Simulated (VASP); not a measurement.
Given:

```xyz
2
Lattice="0.0000 2.8114 2.8114 2.8114 0.0000 2.8114 2.8114 2.8114 0.0000" Properties=species:S:1:pos:R:3 pbc="T T T"
Ag     0.0000     0.0000     0.0000
Cl     2.8114     2.8114     2.8114
```

These are optB86b-vdW, VASP's PBE PAW potentials (set 64) (plane waves; VASP 6.6.1) values and carry that method's errors. Numerical set-up: 520 eV cut-off, 8×8×8 Γ-centred mesh, Gaussian smearing of 0.050 eV, potentials Ag Cl.

### Question
Predict the energy per atom (σ→0), pressure, band gap (on the k-mesh) with the smallest direct gap where there is one.

### Answer

- band gap (on the k-mesh): 0.87 eV
- smallest direct gap (on the k-mesh): 3.00 eV
- energy per atom (σ→0): -0.391 eV/atom
- pressure: -2.63 GPa

Only differences to runs with the same potentials and settings are physical.

The compound is AgCl in the rock salt structure. This cell is one point of a volume scan, at 1.06 of the reference volume.
